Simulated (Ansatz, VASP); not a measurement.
# Al (Al(100)) in two plane-wave programs, part 2 of 2

One calculation is typed for both programs; each brings its own data sets. How far apart do they land? Of the first pair: The structure shown is the start of the Ansatz relaxation below; VASP solves that cell, so the two are compared at the walk's first step.

VASP 6.6.1 and Ansatz 0.2.0.

So far. Step 4 (Side by side): The forces differ by 3.4 meV/Å r.m.s., which is 3.2 % of the r.m.s. force of 0.107 eV/Å (both taken over all components). With vacuum in the cell, a pressure given here is an average over mostly empty space and none of the material.

## (5) Ansatz: relaxation, RPBE

Level of this step: Ansatz beside VASP: Kohn-Sham DFT, plane waves, RPBE (Ansatz).

This run makes the geometry at which the two programs are then compared.

The structure compared here is the end of the Ansatz relaxation.

Contents of input.yaml:

```yaml
crystal:
  lattice:
    - [2.8637824638, 0.0, 0.0]
    - [0.0, 2.8637824638, 0.0]
    - [0.0, 0.0, 24.075]
  atoms:
    - { symbol: Al, position: [0.5, 0.5, 0.3738317757] }
    - { symbol: Al, position: [0.0, 0.0, 0.4579439252] }
    - { symbol: Al, position: [0.5, 0.5, 0.5420560748] }
    - { symbol: Al, position: [0.0, 0.0, 0.6261682243] }
kpoints:
  mp_grid: { grid: [10, 10, 1] }
hamiltonian:
  xc: rpbe
scf:
  occupations: { method: fermi_dirac, width: 0.1 }
  convergence: { dr2_threshold: 1.0e-08 }
efield:
  axis: 3
  dipole_correction: true
  ramp_position: 0.97
  ramp_width: 0.06
relax:
  f_tol: 0.02
  max_steps: 60
  constraints: [{ sites: [0, 1] }]
output:
  write_potential: true
  write_density: true
  volumetric_format: npy
```

Started as:

```
> ansatz run input.yaml --threads 4 --pin off --max-ram 6144MiB --backend cpu --events-out ev --progress --plain --runs-dir out
```

Numbers of over 12 decimals in the logs are rounded to 6 here.

The log of the run:

```text
[...]
Crystal: 4 atoms, lattice volume = 197.445 Å³
Basis set: ecut = 420 eV, 3877 PW (Γ), exchange–correlation on 40×40×324 points (8 copies of the dense FFT grid, shifted against one another)
Bands: 10, of which v1, the nominal top of the filled ones, is band 6 counted from 1 (5 counted from 0)
Symmetry: 8 space group operations
k-points: 21 of 100
[...]
--- Relaxed structure (3 steps of the walk, 3 accepted, 0 SCFs on fresh bases) ---
  F+E_penalty+E_count = -2160.89666972 eV   max|allowed force component| = 3.446e-3 eV/Å
  atoms:
    - { symbol: Al, position: [0.5, 0.5, 0.373832] }
    - { symbol: Al, position: [0.0, 0.0, 0.457944] }
    - { symbol: Al, position: [0.5, 0.5, 0.546336] }
    - { symbol: Al, position: [0, 0.0, 0.633438] }
[key lines of the parts left out:]
SCF converged after 6 iterations
Free energy (F): -2160.896670 eV
Fermi energy:    -0.077863 eV
Dipole field:    D = 0.000902 V/Å  (p = 0.000984 e·Å, saw-weighted, corrected)
Work function:   Φ+ = 4.2378 eV   Φ− = 4.2595 eV
```

## (6) VASP: single point, RPBE, relaxed cell, pair 2

The same cell, functional, mesh and smearing now go to VASP, with its own data sets.

Contents of INCAR:

```
SYSTEM = Al
PREC = Accurate
ENCUT = 400
EDIFF = 1E-06
NELM = 120
ISMEAR = -1
SIGMA = 0.1
LREAL = .FALSE.
ALGO = Normal
GGA = RP
NBANDS = 12
LORBIT = 11
LWAVE = .FALSE.
LCHARG = .FALSE.
ISIF = 2
LDIPOL = .TRUE.
IDIPOL = 3
DIPOL = 0.5 0.5 0.503
LVHAR = .TRUE.
LASPH = .TRUE.
GGA_COMPAT = .FALSE.
NELMDL = -8
```

Contents of POSCAR:

```
Al
1.0
    2.8637824638      0.0000000000      0.0000000000
    0.0000000000      2.8637824638      0.0000000000
    0.0000000000      0.0000000000     24.0750000000
Al
4
Direct
    0.5000000000      0.5000000000      0.3738317757
    0.0000000000      0.0000000000      0.4579439252
    0.5000000000      0.5000000000      0.5463355502
    0.0000000000      0.0000000000      0.6334377350
```

Contents of KPOINTS:

```
Automatic mesh
0
Gamma
10 10 1
0 0 0
```

Potentials, in the order of the species: Al (PBE family, release 64).

Started as:

```
> mpirun -np 1 vasp_std
```

The log of the run:

```text
[banner, memory and clock lines left out]
running    1 mpi-ranks, on    1 nodes
[...]
[... a notice as in an earlier step ...]

 LDA part: xc-table for (Slater+PW92), standard interpolation
 POSCAR, INCAR and KPOINTS ok, starting setup
[...]
entering main loop
       N       E                     dE             d eps       ncg     rms          rms(c)
DAV:   1     0.289103521819E+02    0.28910E+02   -0.33760E+03   504   0.571E+02
DAV:   2    -0.118840834567E+02   -0.40794E+02   -0.38017E+02   724   0.987E+01
DAV:   3    -0.136166300442E+02   -0.17325E+01   -0.16939E+01   676   0.205E+01
DAV:   4    -0.136675813824E+02   -0.50951E-01   -0.50895E-01   712   0.463E+00
[...]
DAV:  25    -0.131522576942E+02   -0.43628E-05   -0.15434E-07   408   0.107E-03    0.763E-04
DAV:  26    -0.131522592612E+02   -0.15671E-05   -0.62661E-08   416   0.732E-04    0.197E-04
DAV:  27    -0.131522595112E+02   -0.24999E-06   -0.75672E-09   412   0.339E-04
   1 F= -.13152260E+02 E0= -.13117479E+02  d E =-.695612E-01
```

OUTCAR, selected parts (step 6):

```text
  Total       -1.9870809     -1.9870809      0.3976852      0.0000000      0.0000000      0.0000000
  in kB      -16.1242600    -16.1242600      3.2270353      0.0000000      0.0000000      0.0000000
  external PRESSURE =      -9.6738282 kB  Pullay stress =       0.0000000 kB

 POSITION                                       TOTAL-FORCE (eV/Angst)
 -----------------------------------------------------------------------------------
      1.43189      1.43189      9.00000         0.000000      0.000000     -0.209024
      0.00000      0.00000     11.02500        -0.000000      0.000000      0.211917
      1.43189      1.43189     13.15303        -0.000000      0.000000      0.000606
      0.00000      0.00000     15.25001        -0.000000      0.000000     -0.003499
 -----------------------------------------------------------------------------------
    total drift:                                0.000000      0.000000      0.000016

  FREE ENERGIE OF THE ION-ELECTRON SYSTEM (eV)
  ---------------------------------------------------
  free  energy   TOTEN  =       -13.1522595112 eV

  energy  without entropy=      -13.0826982857  energy(sigma->0) =      -13.11747890

[... 2 parts as in an earlier step ...]

[... 1 further part left out ...]
[key lines of the parts left out:]
E-fermi :  -0.0619
```

## (7) Differences

Both answers:

```
                                   quantity  Ansatz  VASP  difference
 work function, lower of the two faces (eV)    4.24  4.24        0.00
work function, higher of the two faces (eV)    4.26  4.26        0.00
```

Forces (eV/Å; atoms numbered as in POSCAR):

```
atom        Ansatz x, y, z          VASP x, y, z
 Al1  0.000, 0.000, -0.217  0.000, 0.000, -0.209
 Al2   0.000, 0.000, 0.213   0.000, 0.000, 0.212
 Al3   0.000, 0.000, 0.001   0.000, 0.000, 0.001
 Al4   0.000, 0.000, 0.003  0.000, 0.000, -0.003
```

The forces differ by 3.2 meV/Å r.m.s., which is 3.7 % of the r.m.s. force of 0.086 eV/Å (both taken over all components). With vacuum in the cell, a pressure given here is an average over mostly empty space and none of the material.

## (8) Summary of results

```yaml
r_m_s_force_difference_single_point_rpbe_start_cell_pair_1: 3.4 meV/Å
r_m_s_force_difference_single_point_rpbe_relaxed_cell_pair_2: 3.2 meV/Å
```

What this shows: The r.m.s. force difference is 3.4 meV/Å (single point, RPBE, start cell, pair 1), within the 12 meV/Å picked in this series as the mark of a large difference. How closely two codes agree says nothing of how well the functional describes the real material.

[Lines on the potential files, build, host, timing and source positions are cut from VASP's logs without a mark.]

[Logs are printed without paths, hosts, clocks, repeated set-up lines and the standing remarks that a program may print on its own settings, such as how far it seeks lower states.]

[Hosts, paths, dates, database ids (printed as entryN), source tags and the programs' standing remarks are cut or masked in the printed files.]
